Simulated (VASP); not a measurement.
# SiB (Pnma) in VASP: phonons with PBE

Aim: the phonons of SiB with PBE.

Program: VASP 6.6.1. These are calculated values, not measurements. Logs are shortened: lines on timing, memory, paths and dates and some standing lists are left out, and cuts for length are marked.

## 1. The structure

Symmetry: Pnma, No. 62, orthorhombic system. Conventional cell: a = 5.240 Å, b = 2.977 Å, c = 5.670 Å, α = 90.00°, β = 90.00°, γ = 90.00°. Si (site symmetry m) is surrounded by 4 B at 2.05 to 2.19 Å. B (site symmetry m) is surrounded by 2 B at 1.77 Å.

The cell was built by a generator and needn't be a form met in nature.

## 2. Phonons, PBE

POSCAR reads:

```
SiB
1.0
    5.2403000000      0.0000000000      0.0000000000
    0.0000000000      2.9766800000      0.0000000000
    0.0000000000      0.0000000000      5.6696000000
Si B
4 4
Direct
    0.8313440000      0.7500000000      0.0942220000
    0.1686560000      0.2500000000      0.9057780000
    0.6686560000      0.2500000000      0.5942220000
    0.3313440000      0.7500000000      0.4057780000
    0.9303300000      0.7500000000      0.4444810000
    0.0696700000      0.2500000000      0.5555190000
    0.4303300000      0.7500000000      0.0555190000
    0.5696700000      0.2500000000      0.9444810000
```

INCAR.step1 reads:

```
PREC = Accurate
ENCUT = 520
EDIFF = 1E-8
ISMEAR = 0
SIGMA = 0.1
LREAL = False
LASPH = True
NELM = 60
ALGO = Fast
ISIF = 3
LWAVE = False
LCHARG = False
GGA = PE
KPAR = 4
IBRION = 2
NSW = 40
EDIFFG = -0.002
```

INCAR.step2 reads:

```
PREC = Accurate
ENCUT = 520
EDIFF = 1E-8
ISMEAR = 0
SIGMA = 0.1
LREAL = False
LASPH = True
NELM = 60
ALGO = Fast
ISIF = 2
LWAVE = False
LCHARG = False
GGA = PE
KPAR = 4
IBRION = 6
NFREE = 2
POTIM = 0.015
NSW = 1
```

KPOINTS reads:

```
regular mesh
0
Gamma
  6 10 6
```

Potentials or basis: VASP PAW PBE potentials, release 64 (Si, B).

Started as:

```
$ cat potpaw_PBE.64/Si/POTCAR potpaw_PBE.64/B/POTCAR > POTCAR
$ cp INCAR.step1 INCAR
$ mpirun -np 4 vasp_std > vasp.out
$ cp CONTCAR POSCAR
$ cp INCAR.step2 INCAR
$ mpirun -np 4 vasp_std > vasp.out
```

OUTCAR:

```text
PREC = Accurate
   ENCUT = 520
   EDIFF = 1E-8
   ISMEAR = 0
   LREAL = False
   LASPH = True
   NELM = 60
   ISIF = 2
   GGA = PE
   IBRION = 6
   NFREE = 2
   POTIM = 0.015
   NSW = 1

 ion  position               nearest neighbor table
   1  0.831  0.750  0.094-   5 2.05   7 2.11   8 2.19   8 2.19   2 2.55   2 2.55
   2  0.169  0.250  0.906-   6 2.05   8 2.11   7 2.19   7 2.19   1 2.55   1 2.55
   3  0.669  0.250  0.594-   8 2.05   6 2.11   5 2.19   5 2.19   4 2.55   4 2.55
   4  0.331  0.750  0.406-   7 2.05   5 2.11   6 2.19   6 2.19   3 2.55   3 2.55
   5  0.930  0.750  0.445-   6 1.77   6 1.77   1 2.05   4 2.11   3 2.19   3 2.19
   6  0.070  0.250  0.555-   5 1.77   5 1.77   2 2.05   3 2.11   4 2.19   4 2.19
   7  0.430  0.750  0.055-   8 1.77   8 1.77   4 2.05   1 2.11   2 2.19   2 2.19
   8  0.570  0.250  0.945-   7 1.77   7 1.77   3 2.05   2 2.11   1 2.19   1 2.19

  LATTYP: Found a simple orthorhombic cell.
 ALAT       =     2.9760910209
 B/A-ratio  =     1.7613803043
 C/A-ratio  =     1.9049600105

  Lattice vectors:

 A1 = (   0.0000000000,  -2.9760910209,   0.0000000000)
 A2 = (   5.2420281082,   0.0000000000,   0.0000000000)
 A3 = (   0.0000000000,   0.0000000000,   5.6693343826)

Analysis of symmetry for initial positions (statically):
=====================================================================
 Subroutine PRICEL returns:
 Original cell was already a primitive cell.

 Routine SETGRP: Setting up the symmetry group for a
 simple orthorhombic supercell.

 Subroutine GETGRP returns: Found  8 space group operations
 (whereof  2 operations were pure point group operations)
 out of a pool of  8 trial point group operations.

The static configuration has the point symmetry S_2 .
 The point group associated with its full space group is D_2h.

Analysis of symmetry for dynamics (positions and initial velocities):
=====================================================================
 Subroutine PRICEL returns:
 Original cell was already a primitive cell.

 Routine SETGRP: Setting up the symmetry group for a
 simple orthorhombic supercell.

 Subroutine GETGRP returns: Found  8 space group operations
 (whereof  2 operations were pure point group operations)
 out of a pool of  8 trial point group operations.

The dynamic configuration has the point symmetry S_2 .
 The point group associated with its full space group is D_2h.

 Subroutine INISYM returns: Found  8 space group operations
 (whereof  2 operations are pure point group operations),
 and found     1 'primitive' translations

----------------------------------------------------------------------------------------

                                     Primitive cell

  volume of cell :      88.4459

  direct lattice vectors                    reciprocal lattice vectors
     5.242028108  0.000000000  0.000000000     0.190765860  0.000000000  0.000000000
     0.000000000  2.976091021  0.000000000     0.000000000  0.336011228  0.000000000
     0.000000000  0.000000000  5.669334383     0.000000000  0.000000000  0.176387550

  length of vectors
     5.242028108  2.976091021  5.669334383     0.190765860  0.336011228  0.176387550

  position of ions in fractional coordinates (direct lattice)
     0.831393753  0.750000000  0.094156806
     0.168606247  0.250000000  0.905843194
     0.668606247  0.250000000  0.594156806
     0.331393753  0.750000000  0.405843194
     0.930270632  0.750000000  0.444506085
     0.069729368  0.250000000  0.555493915
     0.430270632  0.750000000  0.055493915
     0.569729368  0.250000000  0.944506085

  ion indices of the primitive-cell ions
   primitive index   ion index
[... 111 lines left out ...]
 finite differences with symmetry
 non-spin polarized calculation
 RMM-DIIS sequential band-by-band and
 Gauss-broadening in eV      SIGMA  =   0.10
  energy-cutoff  :      520.00
  volume of cell :       88.45
 maximum number of plane-waves:      2416
 NGX is ok and might be reduce to    40
   NGX = 19   NGY = 11   NGZ = 21

--------------------------------------- Ionic step        1  -------------------------------------------

 number of electron      28.0000001 magnetization

 Free energy of the ion-electron system (eV)
  ---------------------------------------------------
  ext. energy  EPLUGINS =         0.00000000
  ---------------------------------------------------
  free energy    TOTEN  =       -46.05343715 eV

  energy without entropy =      -46.04461737  energy(sigma->0) =      -46.04902726

------------------------ aborting loop because EDIFF is reached ----------------------------------------

  FORCE on cell =-STRESS in cart. coord.  units (eV):
  Direction    XX          YY          ZZ          XY          YZ          ZX
  --------------------------------------------------------------------------------------
  -------------------------------------------------------------------------------------
  Total        0.0044472      0.0070612     -0.0058623      0.0000000      0.0000000      0.0000000
  in kB        0.0805608      0.1279117     -0.1061941      0.0000000      0.0000000      0.0000000
  external PRESSURE =       0.0340928 kB  Pullay stress =       0.0000000 kB
[... 107 lines left out ...]
  FREE ENERGIE OF THE ION-ELECTRON SYSTEM (eV)
  ---------------------------------------------------
  free  energy   TOTEN  =       -46.0522311268 eV

  energy  without entropy=      -46.0432327905  energy(sigma->0) =      -46.04773196

[... ionic steps 4 to 10 ...]

--------------------------------------- Ionic step       11  -------------------------------------------

 number of electron      28.0000001 magnetization

------------------------ aborting loop because EDIFF is reached ----------------------------------------
[... 79 lines left out ...]
--------------------------------------- Ionic step       13  -------------------------------------------

 number of electron      28.0000001 magnetization

 Free energy of the ion-electron system (eV)
  ---------------------------------------------------
  ext. energy  EPLUGINS =         0.00000000
  ---------------------------------------------------
  free energy    TOTEN  =       -46.05184901 eV

  energy without entropy =      -46.04303217  energy(sigma->0) =      -46.04744059

 E-fermi :   8.5887     XC(G=0): -11.1940

 val. band max:        8.5492087008   @ k =   0.0000   0.5000   0.5000
 cond. band min:       8.5925767833   @ k =   0.5000   0.4000   0.0000
 fundamental gap:      0.0433680825
 Fermi energy:         8.5886810439

 k-point     1 :       0.0000    0.0000    0.0000
  band No.  band energies     occupation
      1      -6.2740      2.00000
      2      -3.6067      2.00000
      3      -1.4738      2.00000
      4      -0.9350      2.00000
      5      -0.7070      2.00000
      6       1.4507      2.00000
[... 505 lines left out ...]
      6       1.7208      2.00000
[... 11 lines left out ...]
     18      11.8698      0.00000
     19      11.8746      0.00000

 [... further k-points ...]

------------------------ aborting loop because EDIFF is reached ----------------------------------------

  FORCE on cell =-STRESS in cart. coord.  units (eV):
  Direction    XX          YY          ZZ          XY          YZ          ZX
  --------------------------------------------------------------------------------------
  -------------------------------------------------------------------------------------
  Total       -0.0605805     -0.0507070      0.1134676      0.0000000      0.0000000     -0.0122451
  in kB       -1.0974027     -0.9185456      2.0554407      0.0000000      0.0000000     -0.2218174
  external PRESSURE =       0.0131641 kB  Pullay stress =       0.0000000 kB
[... 23 lines left out ...]
  FREE ENERGIE OF THE ION-ELECTRON SYSTEM (eV)
  ---------------------------------------------------
  free  energy   TOTEN  =       -46.0518490126 eV

  energy  without entropy=      -46.0430321721  energy(sigma->0) =      -46.04744059

 INTERNAL STRAIN TENSORS FROM DISPLACED ATOMS
 ============================================

 INTERNAL STRAIN TENSOR FOR ION    1 for displacements in x,y,z  (eV/Angst):
          X           Y           Z          XY          YZ          ZX
  --------------------------------------------------------------------------------
  x   -10.43673     1.94346     4.38515     0.00000     0.00000     1.55833
  y     0.00000     0.00000     0.00000    -1.72167     0.30757     0.00000
  z    -4.46286    -2.54331    10.87967     0.00000     0.00000     3.05765

 INTERNAL STRAIN TENSOR FOR ION    8 for displacements in x,y,z  (eV/Angst):
          X           Y           Z          XY          YZ          ZX
  --------------------------------------------------------------------------------
  x    -5.30027    -1.20194     0.57786     0.00000     0.00000    -3.18373
  y     0.00000     0.00000     0.00000    -5.23291     5.60891     0.00000
  z     4.46986     3.92426    -7.61078     0.00000     0.00000    -0.96700

 Eigenvectors and eigenvalues of the dynamical matrix
 ----------------------------------------------------

   1 f  =   25.561094 THz   160.605088 2PiTHz  852.626308 cm-1   105.712142 meV
             X         Y         Z           dx          dy          dz
      4.358189  2.232068  0.533806     0.000000   -0.046141   -0.000000
      0.883839  0.744023  5.135528     0.000000    0.046141    0.000000
      3.504853  0.744023  3.368474     0.000000   -0.046141    0.000000
      1.737175  2.232068  2.300861    -0.000000    0.046141   -0.000000
      4.876505  2.232068  2.520054     0.000000    0.497866    0.000000
      0.365523  0.744023  3.149281    -0.000000   -0.497866   -0.000000
      2.255491  2.232068  0.314614     0.000000   -0.497866    0.000000
      2.986537  0.744023  5.354721    -0.000000    0.497866    0.000000
[... 243 lines left out ...]
  24 f/i=    0.000699 THz     0.004393 2PiTHz    0.023321 cm-1     0.002891 meV
             X         Y         Z           dx          dy          dz
      4.358189  2.232068  0.533806    -0.424870    0.000000    0.000042
      0.883839  0.744023  5.135528    -0.424870    0.000000    0.000042
      3.504853  0.744023  3.368474    -0.424870    0.000000   -0.000042
      1.737175  2.232068  2.300861    -0.424870    0.000000   -0.000042
      4.876505  2.232068  2.520054    -0.263601    0.000000    0.000017
      0.365523  0.744023  3.149281    -0.263601    0.000000    0.000017
      2.255491  2.232068  0.314614    -0.263601    0.000000   -0.000017
      2.986537  0.744023  5.354721    -0.263601    0.000000   -0.000017

 ELASTIC MODULI CONTR FROM IONIC RELAXATION (kBar)
 Direction    XX          YY          ZZ          XY          YZ          ZX
 --------------------------------------------------------------------------------
 XX        -731.1085     42.7150    547.0649     -0.0000     -0.0000     -0.0000
 YY          42.7150   -105.2613     79.7022     -0.0000      0.0000     -0.0000
 ZZ         547.0649     79.7022   -781.8933      0.0000      0.0000      0.0000
 XY          -0.0000     -0.0000      0.0000   -147.8660     -0.0000     -0.0000
 YZ          -0.0000      0.0000      0.0000     -0.0000   -102.1493     -0.0000
 ZX          -0.0000     -0.0000      0.0000     -0.0000     -0.0000   -165.1810
 --------------------------------------------------------------------------------
```

Run time: 4 min. Hardware: 4 MPI ranks of Intel Xeon 6975P-C (Granite Rapids), shared host; peak memory 0.55 GiB.

Results:

| Property | Result |
| --- | --- |
| Highest phonon frequency at Γ, LO-TO splitting left out | 853 cm⁻¹ |

Phonon frequencies in cm⁻¹ (negative: imaginary):
| q point | frequencies |
| --- | --- |
| (0.000, 0.000, 0.000) | 0 0 0 171 193 196 209 228 293 295 307 310 351 375 509 519 527 574 574 611 751 752 827 853 |
